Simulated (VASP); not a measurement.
Calculation: PBE GGA, VASP's PBE PAW potentials (set 64) (plane waves; VASP 6.6.1).

VASP ran on this input.

### INCAR
```
EDIFF=1E-6
ENCUT=500
LREAL=.False.   # projection in real space or not
IBRION=2
PSTRESS=300   # kbar
NSW=40   # most ionic steps
ISIF=3   # ions, shape and volume
LCHARG=.False.
ALGO=Normal   # blocked Davidson
SYSTEM=Pt
EDIFFG=-0.02
PREC=Accurate
GGA=PE   # PBE
LWAVE=.False.
LMAXMIX=6   # l cut-off of mixed one-centre charges
NELM=100
ISMEAR=1   # Methfessel-Paxton
LASPH=.True.
SIGMA=0.1   # width (eV)
```

File KPOINTS:
```
Regular mesh
0
Gamma
16 16 16
```

### POSCAR
```
Pt
1.0
  0.0000000000   1.9228713389   1.9228713389
  1.9228713389   0.0000000000   1.9228713389
  1.9228713389   1.9228713389   0.0000000000
Pt
1
Direct
  1.0000000000   1.0000000000   0.0000000000
```

POTCAR, in this order: Pt (PBE.64 set). Program: vasp_std.

Question: What will the output report for the number of irreducible k-points (NKPTS), largest plane-wave count, number of space-group operations, FFT grid (NGX, NGY, NGZ)?

Answer: 
```yaml
number of irreducible k-points (NKPTS): 145
largest_plane_wave_count: 376
number_of_space_group_operations: 48
FFT grid (NGX, NGY, NGZ): 20 × 20 × 20
```

The compound is Pt in the fcc structure. It was relaxed first under an external pressure of 30 GPa.
